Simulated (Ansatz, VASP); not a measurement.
## NbTe2: VASP beside Ansatz

Wanted: the spread between two codes on one cell, functional and k mesh. Of the first pair: The structure shown is the end of the Ansatz relaxation below.

Calculated with Ansatz 0.2.0; plane waves, with VASP 6.6.1 beside it; single point at PBEsol.

## Step 1: Starting point

The cell holds 6 atoms: 2 Nb and 4 Te. Its edges and angles: a = 3.614 Å, b = 6.285 Å, c = 31.000 Å, α = 90.0°, β = 90.0°, γ = 90.0°. It derives from NbTe2. Vacuum lies along c.

Coordinates:

```cif
data_structure
_symmetry_space_group_name_H-M 'P 1'
_symmetry_Int_Tables_number 1
_cell_length_a 3.6135
_cell_length_b 6.2854
_cell_length_c 31.0000
_cell_angle_alpha 90.000
_cell_angle_beta 90.000
_cell_angle_gamma 90.000
_cell_volume 704.08
loop_
_atom_site_label
_atom_site_type_symbol
_atom_site_fract_x
_atom_site_fract_y
_atom_site_fract_z
_atom_site_occupancy
Nb1 Nb 0.00000 0.34044 0.32258 1
Nb2 Nb 0.50000 0.82682 0.32258 1
Te3 Te 0.50000 0.16582 0.38113 1
Te4 Te 0.00000 0.66722 0.38278 1
Te5 Te 0.50000 0.16582 0.26404 1
Te6 Te 0.00000 0.66722 0.26239 1
```

## Step 2: Ansatz: relaxation, PBEsol

Ansatz runs on its PAW soft_1 files.

This run makes the geometry at which the two programs are then compared.

Contents of input.yaml:

```yaml
crystal:
  lattice:
    - [3.613629099, 0.0, 0.0]
    - [0.0, 6.285320475, 0.0]
    - [0.0, 0.0, 31.0]
  atoms:
    - { symbol: Nb, position: [0.0, 0.3404351413, 0.3225806452] }
    - { symbol: Nb, position: [0.5, 0.8268148738, 0.3225806452] }
    - { symbol: Te, position: [0.5, 0.1658246635, 0.3811249242] }
    - { symbol: Te, position: [1.0, 0.6672169957, 0.382774551] }
    - { symbol: Te, position: [0.5, 0.1658246635, 0.2640363662] }
    - { symbol: Te, position: [1.0, 0.6672169957, 0.2623867394] }
  periodic: [true, true, false]
kpoints:
  mp_grid: { grid: [10, 6, 1] }
hamiltonian:
  xc: pbesol
  pseudopotentials: { kind: paw, azcp: { folder: soft_1 }, xc_functional: pbe }
scf:
  occupations: { method: methfessel_paxton, width: 0.2 }
output:
  forces: true
  stress: true
  eigenvalues: true
relax:
  adjacent_minimum: "off"
  f_tol: 0.001
  max_steps: 60
  cell: { stress_2d_tol: 0.002 }
```

Launch:

```
> ansatz run input.yaml --threads 8 --pin off --max-ram 16384MiB --backend cpu --events-out ev --progress --plain --runs-dir out
```

Numbers of over 12 decimals in the logs are rounded to 6 here.

Log:

```text
Engine: ansatz 0.2.0, aarch64-unknown-linux-gnu
Pseudopotentials: kind: paw
Pseudopotential: Nb, paw, valence charge 13, recommended cutoff 420 eV (normal), soft_1/Nb.paw.azcp
Pseudopotential: Te, paw, valence charge 16, recommended cutoff 420 eV (normal), soft_1/Te.paw.azcp
Functional definition: PBEsol
  exchange = pbesol_x
  correlation = pbesol_c
Crystal: 6 atoms, lattice volume = 704.097 Å³
Basis set: ecut = 420 eV, 13631 PW (Γ), exchange–correlation on 50×90×432 points (8 copies of the dense FFT grid, shifted against one another)
Bands: 54, of which v1, the nominal top of the filled ones, is band 45 counted from 1 (44 counted from 0)
Symmetry: 4 space group operations
Space group: Pmm2 (ITA 25), of the structure as read, at distance tolerance 8.9e-5 Å
k-points: 24 of 60 (time reversal used)
Non-local potential: Nb, projectors of the file, l = 0: 3, l = 1: 2, l = 2: 2, l = 3: 1
Non-local potential: Te, projectors of the file, l = 0: 2, l = 1: 2, l = 2: 2, l = 3: 1
PAW form: soft (Blöchl's): semilocal exchange-correlation on the pseudo side does not see the compensation charge
PAW frozen core: Nb, regenerated for the run's functional, and the local potential with it (the file was generated under x = pbe(κ = 0.804, μ = 0.219515), c = pbe(β = 0.066725))
PAW frozen core: Te, regenerated for the run's functional, and the local potential with it (the file was generated under x = pbe(κ = 0.804, μ = 0.219515), c = pbe(β = 0.066725))
PAW one-centre angular grid: Nb, 590 points (default); XC on 64 Gauss nodes
PAW one-centre angular grid: Te, 590 points (default); XC on 64 Gauss nodes
Initial density: superposition of atomic densities (neutral atoms: chi_scale 0, normalization atom)
Initial wavefunctions: pseudopotential atomic-orbital guess
Functional: x = pbesol(κ = 0.804, μ = 0.123457), c = pbesol(β = 0.046)
SCF iter   1: F=—  HF=-36601.511610 eV  |F-HF|=—  |Δ(HF+E_count)|=         —  Δρ=2.36e-2  dr2=6.24e0  ethr=3.10e-3  ⟨swp⟩=16.4  Hψ=7796  notcnv=0
preconditioner: auto → LDOS  [metal: Δε(μ)=0.027 eV  Ē_g=7.370 eV  σ=0.200 eV  W_gap=0.11  n_scr=70 (ndim 8)  ℏωp=8.2 eV  f_vac=0.741  D(μ)=6.24/eV (n_scr^D=26)  β→1.0]
SCF iter   2: F=—  HF=-36600.092925 eV  |F-HF|=—  |Δ(HF+E_count)|=    1.42e0  S|Δr|=    0.00e0  Δρ=1.25e-2  dr2=1.38e0  ethr=3.10e-3  ⟨swp⟩=4.1  Hψ=3301  notcnv=0  defer=48
SCF iter   3: F=—  HF=-36599.872600 eV  |F-HF|=—  |Δ(HF+E_count)|=   2.20e-1  S|Δr|=    0.00e0  Δρ=6.20e-3  dr2=3.68e-1  ethr=1.53e-3  ⟨swp⟩=3.2  Hψ=3079  notcnv=0  defer=48
SCF iter   4: F=—  HF=-36599.796288 eV  |F-HF|=—  |Δ(HF+E_count)|=   7.63e-2  S|Δr|=    0.00e0  Δρ=2.06e-3  dr2=5.10e-2  ethr=4.09e-4  ⟨swp⟩=3.2  Hψ=2877  notcnv=0  defer=48
SCF iter   5: F=—  HF=-36599.785732 eV  |F-HF|=—  |Δ(HF+E_count)|=   1.06e-2  S|Δr|=    0.00e0  Δρ=3.90e-4  dr2=1.34e-3  ethr=5.67e-5  ⟨swp⟩=3.5  Hψ=2463  notcnv=0  defer=48
SCF iter   6: F=—  HF=-36599.785475 eV  |F-HF|=—  |Δ(HF+E_count)|=   2.57e-4  S|Δr|=    0.00e0  Δρ=1.02e-4  dr2=1.37e-4  ethr=1.49e-6  ⟨swp⟩=4.3  Hψ=3327  notcnv=0  defer=48
SCF iter   7: F=—  HF=-36599.785468 eV  |F-HF|=—  |Δ(HF+E_count)|=   7.04e-6  S|Δr|=    0.00e0  Δρ=3.37e-5  dr2=1.75e-5  ethr=1.53e-7  ⟨swp⟩=4.0  Hψ=2994  notcnv=0  defer=48
SCF iter   8: F=—  HF=-36599.785375 eV  |F-HF|=—  |Δ(HF+E_count)|=   9.33e-5  S|Δr|=    0.00e0  Δρ=1.17e-5  dr2=2.24e-6  ethr=1.95e-8  ⟨swp⟩=3.8  Hψ=2969  notcnv=0  defer=50
SCF iter   9: F=—  HF=-36599.785376 eV  |F-HF|=—  |Δ(HF+E_count)|=   1.12e-6  S|Δr|=    0.00e0  Δρ=4.67e-6  dr2=4.73e-7  ethr=2.49e-9  ⟨swp⟩=3.0  Hψ=2085  notcnv=0  defer=50
SCF iter  10: F=-36599.785376 eV  HF=-36599.785376 eV  |F-HF|=3.25e-9  |Δ(HF+E_count)|=   1.70e-7  S|Δr|=    0.00e0  Δρ=2.02e-6  dr2=8.55e-8  ethr=1.11e-10  ⟨swp⟩=20.0  Hψ=7679  notcnv=0
SCF 1 converged in 10 iterations: F = -36599.785376 eV  dr2 = 8.55e-8
  greatest PAW one-centre occupation: 0.998 electrons in one spin orbital (limit 2), on the Te atom at site 3 (counted from 0), in its partial waves of l = 2
relax step   1: F+E_penalty+E_count = -36599.78537594 eV  Δ(F+E_penalty+E_count) = +0.000e0 eV  max|allowed force component| = 8.243e-5 eV/Å  Δτ_max = 0.0000 Å  P = -0.001 N/m  Ω = 704.097 Å³  fix = [c, alpha, beta]  reactions: c -0.000 N/m  (10 SCF iters, dr2 threshold 1.00e-7 eV, accepted)
[...]
relax step   2: F+E_penalty+E_count = -36599.78537678 eV  Δ(F+E_penalty+E_count) = -8.386e-7 eV  max|allowed force component| = 1.840e-4 eV/Å  Δτ_max = 0.0000 Å  P = -0.000 N/m  Ω = 704.082 Å³  energy of the carried Pulay correction = +6.881e-7 eV  fix = [c, alpha, beta]  reactions: c -0.000 N/m  (7 SCF iters, dr2 threshold 6.57e-12 eV, accepted)
[...]
relax step   3: F+E_penalty+E_count = -36599.78537650 eV  Δ(F+E_penalty+E_count) = +2.785e-7 eV  max|allowed force component| = 1.837e-4 eV/Å  Δτ_max = 0.0000 Å  P = -0.000 N/m  Ω = 704.082 Å³  fix = [c, alpha, beta]  reactions: c -0.000 N/m  stress off target by 7.53e-4 N/m on what of the cell is left free  SCF on the basis re-selected at this cell (its energy is not comparable with the rows above)  (9 SCF iters)
basis re-selected at this cell: Δ(F+E_penalty+E_count) = +2.785e-7 eV, ΔP = -0.000 N/m vs the last step (what re-selecting the basis moved, of the pressure what is left beyond the Pulay correction that the steps carried, after the strain that the cell walked since its last selection, with what the two solves' SCF thresholds leave and, on support functions, any second-order correction that the steps lacked; it is no m [...]
SCF converged after 9 iterations
Stability not checked: this state was not tested for a lower state beside it, because cold or Methfessel-Paxton smearing, or corrected tetrahedra, fill the levels in a way that the test cannot read (fill_not_monotonic; see scf.lower_state_search)
Free energy (F): -36599.785377 eV
Harris-Foulkes:  -36599.785377 eV  (|F-HF|=8.73e-10)
Internal energy: -36599.762804 eV  (E = F + TS)
E sigma→0 (E₀):  -36599.779733 eV
Entropy (-TS):   -0.022573 eV (-3.762 meV/atom)
Fermi energy:    -5.063821 eV
Step filling:    the computed levels leave a gap of 0.0010 eV = 0.0 smearing widths at the electron count; against every level under it full and every level over it empty, smearing changes F+E_penalty+E_count by -6.400 meV and its σ→0 estimate by -0.757 meV
--- Per-component energies (eV) ---
  E_band       = -2633.122210
  E_kinetic    = 1436.884476
  E_local      = -196985.211308  (includes V_loc(G=0)·N_el)
  E_nonlocal   = 469.416724
  E_hartree    = 97540.980350
  E_xc         = -814.889712
  E_vxc        = -807.240415  (∫ρ·V_xc dr)
  E_paw        = -24431.051074  (= ΣΔE_a)
  E_vpaw       = -1828.932805  (= ΣTr[D̂ρ^β])
  E_aug_tail   = 0.000410  (compensation charges beyond the density's cutoff)
  E_ewald      = 86182.230666
  E_core_change = 1.876664  (= ΣΔE_core)
  E_smearing   = -0.022573  (= −TS)
  E_closure    = -0.000000  (closes the sum)
  Σ components = -36599.785377   (vs F -36599.785377, Δ=0.00e0)
--- Forces (eV/Å), atoms counted from 1 ---
  atom   1  Nb     0.00000000     0.00002655     0.00000000
  atom   2  Nb     0.00000000    -0.00017384     0.00000000
  atom   3  Te     0.00000000     0.00018370    -0.00002683
  atom   4  Te     0.00000000    -0.00011005    -0.00000809
  atom   5  Te     0.00000000     0.00018370     0.00002683
  atom   6  Te     0.00000000    -0.00011005     0.00000809
  max |Σ_I F_I| component: 2.14e-9 eV/Å
--- 2D stress c σ (N/m, compression-positive) ---
       -0.000753      -0.000000       0.000000
       -0.000000       0.000723       0.000000
        0.000000       0.000000      -0.000000
  P = ½ c Tr σ = -0.0000 N/m
--- Band table (eV; the first three rows and the last of 24) ---
  k-point 0: bands = [... 41 lower, -5.4341, -5.4028, -5.3825, -5.2233, -4.9009, -2.8608, -2.5603, -1.9084 (-1.9084°), ... 5 higher]
  k-point 1: bands = [... 41 lower, -5.5289, -5.5149, -5.4420, -5.2776, -4.9171, -2.8638, -2.7265, -2.1910, ... 5 higher]
  k-point 2: bands = [... 41 lower, -5.8745, -5.6807, -5.5373, -5.4497, -5.0270, -3.0181, -2.8043, -2.7174, ... 5 higher]
  k-point 23: bands = [... 41 lower, -6.2631, -5.4695, -5.4013, -5.3050, -5.2207, -2.9084, -2.8121, -2.5388, ... 5 higher]
  ° read free of the cell's end (the report's vacuum.weakly_bound_levels)
--- Relaxed structure (2 steps of the walk, 2 accepted, 1 SCFs on fresh bases) ---
  F+E_penalty+E_count = -36599.78537650 eV   max|allowed force component| = 1.837e-4 eV/Å   (the final SCF, on the basis selected at the relaxed cell)
  cell:  # Å, volume = 704.0818 Å³
    - [3.613505, 0, 0]
    - [0, 6.285397, 0]
    - [0, 0, 31.0]
  atoms:
    - { symbol: Nb, position: [0, 0.340439, 0.3225806452] }
    - { symbol: Nb, position: [0.5, 0.826817, 0.3225806452] }
    - { symbol: Te, position: [0.5, 0.165819, 0.381126] }
    - { symbol: Te, position: [1.0, 0.667220, 0.382775] }
    - { symbol: Te, position: [0.5, 0.165819, 0.264036] }
    - { symbol: Te, position: [1.0, 0.667220, 0.262386] }
```

## Step 3: VASP: single point, PBEsol, relaxed cell, pair 1

The same cell, functional, mesh and smearing now go to VASP, with its own data sets.

Lines of VASP's logs that name or quote its potential files are left out, and so is its time.

Contents of INCAR:

```
SYSTEM = NbTe2
PREC = Accurate
ENCUT = 400
EDIFF = 1E-06
NELM = 120
ISMEAR = 1
SIGMA = 0.2
LREAL = .FALSE.
ALGO = Normal
GGA = PS
NBANDS = 31
LASPH = .TRUE.
LORBIT = 11
LWAVE = .FALSE.
LCHARG = .FALSE.
ISIF = 2
LDIPOL = .TRUE.
IDIPOL = 3
DIPOL = 0.5 0.5 0.323
LVHAR = .TRUE.
GGA_COMPAT = .FALSE.
NELMDL = -8
KPAR = 2
```

Contents of POSCAR:

```
NbTe2
1.0
    3.6135053506      0.0000000000      0.0000000000
    0.0000000000      6.2853969315      0.0000000000
    0.0000000000      0.0000000000     31.0000000000
Nb Te
2 4
Direct
    0.0000000000      0.3404392349      0.3225806452
    0.5000000000      0.8268172573      0.3225806452
    0.5000000000      0.1658185161      0.3811255685
    0.0000000000      0.6672199045      0.3827750987
    0.5000000000      0.1658185161      0.2640357219
    0.0000000000      0.6672199045      0.2623861917
```

Contents of KPOINTS:

```
Automatic mesh
0
Gamma
10 6 1
0 0 0
```

Potentials, in the order of the species: Nb_sv and Te (PBE family, release 64).

Launch:

```
> mpirun -np 2 vasp_std
```

Log:

```text
[banner, memory and clock lines left out]
running    2 mpi-ranks, on    1 nodes
 distrk:  each k-point on    1 cores,    2 groups
 distr:  one band on    1 cores,    1 groups

 POSCAR found type information on POSCAR NbTe
 POSCAR found :  2 types and       6 ions
|                                                                             |
|               ----> ADVICE to this user running VASP <----                  |
|                                                                             |
|     You enforced a specific xc type in the INCAR file but a different       |
|     [... a line on the potential file left out ...]
|     I HOPE YOU KNOW WHAT YOU ARE DOING!                                     |
|                                                                             |

 LDA part: xc-table for (Slater+PW92), standard interpolation
 POSCAR, INCAR and KPOINTS ok, starting setup
 FFT: planning ... GRIDC
 FFT: planning ... GRID_SOFT
 FFT: planning ... GRID
 WAVECAR not read
 entering main loop
       N       E                     dE             d eps       ncg     rms          rms(c)
DAV:   1     0.361610254196E+03    0.36161E+03   -0.18497E+04  1984   0.962E+02
DAV:   2     0.706730413173E+01   -0.35454E+03   -0.34731E+03  2123   0.270E+02
DAV:   3    -0.358477094061E+02   -0.42915E+02   -0.42459E+02  2226   0.870E+01
DAV:   4    -0.400672473137E+02   -0.42195E+01   -0.41854E+01  2593   0.268E+01
DAV:   5    -0.401644301657E+02   -0.97183E-01   -0.96910E-01  2235   0.395E+00
DAV:   6    -0.401692234083E+02   -0.47932E-02   -0.47887E-02  2585   0.957E-01
DAV:   7    -0.401693463417E+02   -0.12293E-03   -0.12288E-03  2273   0.138E-01
DAV:   8    -0.401693550682E+02   -0.87264E-05   -0.87228E-05  2641   0.345E-02    0.149E+01
DAV:   9    -0.389147245527E+02    0.12546E+01   -0.88421E+00  2251   0.161E+01    0.856E+00
DAV:  10    -0.387706977913E+02    0.14403E+00   -0.58327E+00  2054   0.110E+01    0.420E+00
DAV:  11    -0.384617481675E+02    0.30895E+00   -0.18813E+00  2176   0.601E+00    0.224E+00
DAV:  12    -0.384382922231E+02    0.23456E-01   -0.83287E-01  2546   0.359E+00    0.151E+00
DAV:  13    -0.384145955618E+02    0.23697E-01   -0.17671E-01  2245   0.186E+00    0.682E-01
DAV:  14    -0.384094820002E+02    0.51136E-02   -0.32626E-02  2278   0.102E+00    0.194E-01
[...]
DAV:  22    -0.384106851432E+02   -0.63301E-04   -0.26447E-06  1592   0.589E-03    0.229E-03
DAV:  23    -0.384107236582E+02   -0.38515E-04   -0.12104E-06  1362   0.371E-03    0.211E-03
DAV:  24    -0.384107431203E+02   -0.19462E-04   -0.32274E-07  1288   0.232E-03    0.867E-04
DAV:  25    -0.384107555616E+02   -0.12441E-04   -0.23408E-07  1257   0.182E-03    0.523E-04
DAV:  26    -0.384107611845E+02   -0.56229E-05   -0.14934E-07  1234   0.165E-03    0.588E-04
DAV:  27    -0.384107644819E+02   -0.32974E-05   -0.75066E-08  1213   0.133E-03    0.311E-04
DAV:  28    -0.384107668157E+02   -0.23338E-05   -0.43583E-08  1206   0.921E-04    0.186E-04
DAV:  29    -0.384107676605E+02   -0.84478E-06   -0.14907E-08  1206   0.753E-04
   1 F= -.38410768E+02 E0= -.38403324E+02  d E =-.223302E-01
```

Parts of OUTCAR (step 3):

```text
ion  position               nearest neighbor table
   1  0.000  0.340  0.323-   6 2.78   4 2.78   5 2.79   5 2.79   3 2.79   3 2.79
   2  0.500  0.827  0.323-   6 2.78   6 2.78   4 2.78   4 2.78   5 2.80   3 2.80
   3  0.500  0.166  0.381-   1 2.79   1 2.79   2 2.80   4 3.62   4 3.62   5 3.63   4 3.63   4 3.63

  LATTYP: Found a simple orthorhombic cell.
 ALAT       =     3.6135053506
 B/A-ratio  =     1.7394181886
 C/A-ratio  =     8.5789273828

 Subroutine GETGRP returns: Found  4 space group operations
 (whereof  2 operations were pure point group operations)

The static configuration has the point symmetry C_1h.
 The point group associated with its full space group is C_2v.

 Found     24 irreducible k-points:

   k-points           NKPTS =     24   k-points in BZ     NKDIM =     24   number of bands    NBANDS=     31

   dimension x,y,z NGX =    24 NGY =   42 NGZ =  210
   dimension x,y,z NGXF=    48 NGYF=   84 NGZF=  420

   ENCUT  =  400.0 eV  29.40 Ry    5.42 a.u.   5.89 10.25 50.55*2*pi/ulx,y,z

   NELECT =      50.0000    total number of electrons

 k-points in reciprocal lattice and weights: Automatic mesh
   0.00000000  0.00000000  0.00000000       0.017
   0.10000000  0.00000000  0.00000000       0.033
   0.20000000  0.00000000  0.00000000       0.033
   0.30000000  0.00000000  0.00000000       0.033
   0.40000000  0.00000000  0.00000000       0.033
   0.50000000  0.00000000  0.00000000       0.017
   0.00000000  0.16666667  0.00000000       0.033
   0.10000000  0.16666667  0.00000000       0.067
   0.20000000  0.16666667  0.00000000       0.067
[...]
0.40000000  0.50000000  0.00000000       0.033
   0.50000000  0.50000000  0.00000000       0.017

 dipolmoment           0.000000      0.000000      0.000007 electrons x Angstroem

 average (electrostatic) potential at core
       1 -90.6477       2 -90.6601       3 -95.8058       4 -95.8659       5 -95.8058
       6 -95.8659

 E-fermi :  -2.2576

 k-point     1 :       0.0000    0.0000    0.0000
  band No.  band energies     occupation
    ...
     21      -3.4834      2.00000
     22      -2.6286      2.02481
     23      -2.5989      2.03650
     24      -2.5790      2.04548
     25      -2.4163      1.97696
     26      -2.0918      0.00600
     27      -0.0559     -0.00000
     28       0.2476     -0.00000
     29       0.9048     -0.00000
     30       0.9251     -0.00000
    ...

 k-point     2 :       0.1000    0.0000    0.0000
  band No.  band energies     occupation
    ...
     20      -3.5447      2.00000
     21      -3.4542      2.00000
     22      -3.3555      2.00000
     23      -2.7803      2.00137
     24      -2.5985      2.03668
     25      -2.1512      0.22601
     26      -2.1055      0.04157
     27      -0.0425     -0.00000
     28       0.2837     -0.00000
     29       0.6035     -0.00000
    ...

 k-point     3 :       0.2000    0.0000    0.0000
  band No.  band energies     occupation
    ...
     21      -3.5824      2.00000
     22      -3.3758      2.00000
     23      -3.2528      2.00000
     24      -2.6536      2.01703
     25      -2.2114      0.62092
     26      -1.9531     -0.05330
     27      -0.2280     -0.00000
     28       0.0123     -0.00000
     29       0.2339     -0.00000
     30       0.5300     -0.00000
    ...

  Total       -0.1301908     -0.1253150     -0.0679397      0.0000000      0.0000000      0.0000000
  in kB       -0.2962565     -0.2851612     -0.1546005      0.0000000      0.0000000      0.0000000
  external PRESSURE =      -0.2453394 kB  Pullay stress =       0.0000000 kB

  energy-cutoff  :      400.00
  volume of cell :      704.08
      direct lattice vectors                 reciprocal lattice vectors
     3.613505351  0.000000000  0.000000000     0.276739593  0.000000000  0.000000000
     0.000000000  6.285396932  0.000000000     0.000000000  0.159098942  0.000000000
     0.000000000  0.000000000 31.000000000     0.000000000  0.000000000  0.032258065

 POSITION                                       TOTAL-FORCE (eV/Angst)
 -----------------------------------------------------------------------------------
      0.00000      2.13980     10.00000         0.000000      0.005579     -0.000000
      1.80675      5.19687     10.00000         0.000000     -0.005262     -0.000000
      1.80675      1.04224     11.81489         0.000000     -0.000005      0.013800
      0.00000      4.19374     11.86603         0.000000     -0.000154      0.013411
      1.80675      1.04224      8.18511         0.000000     -0.000005     -0.013800
      0.00000      4.19374      8.13397         0.000000     -0.000154     -0.013411
 -----------------------------------------------------------------------------------
    total drift:                                0.000000      0.000172      0.000081

  FREE ENERGIE OF THE ION-ELECTRON SYSTEM (eV)
  ---------------------------------------------------
  free  energy   TOTEN  =       -38.4107676605 eV

  energy  without entropy=      -38.3884374362  energy(sigma->0) =      -38.40332425

 vacuum level on the upper side and lower side of the slab         2.814         2.814

 total charge
# of ion       s       p       d       tot
------------------------------------------
    1        2.147   6.003   2.464  10.614
    2        2.145   6.001   2.465  10.611
    3        1.381   2.004   0.051   3.436
    4        1.383   2.001   0.051   3.435
    5        1.381   2.004   0.051   3.436
    6        1.383   2.001   0.051   3.435
--------------------------------------------------
tot          9.821  20.014   5.133  34.968

[... 3 further parts left out ...]
```

The run ends at a pressure of -0.02 GPa, with forces up to 0.014 eV/Å.

## Step 4: Comparison

Known differences besides the potentials themselves: Ansatz cuts the interaction across the vacuum, VASP repeats the sheet with a dipole correction; the data sets hold 90 valence electrons in Ansatz (on its PAW soft_1 files) and 50 in VASP; the cutoff is 420 eV in Ansatz and 400 eV in VASP; Ansatz makes its cores anew for this functional, VASP keeps those of its PBE data sets. Total energies have different zeros and are not compared.

At this near-relaxed geometry the largest component of a force difference is 14 meV/Å. With vacuum in the cell, a pressure given here is an average over mostly empty space and none of the material.

[end of part 1 of 2]

[Lines on the potential files, build, host, timing and source positions are cut from VASP's logs without a mark.]

[Logs are printed without paths, hosts, clocks, repeated set-up lines and the standing remarks that a program may print on its own settings, such as how far it seeks lower states.]

[Hosts, paths, dates, database ids (printed as entryN), source tags and the programs' standing remarks are cut or masked in the printed files.]
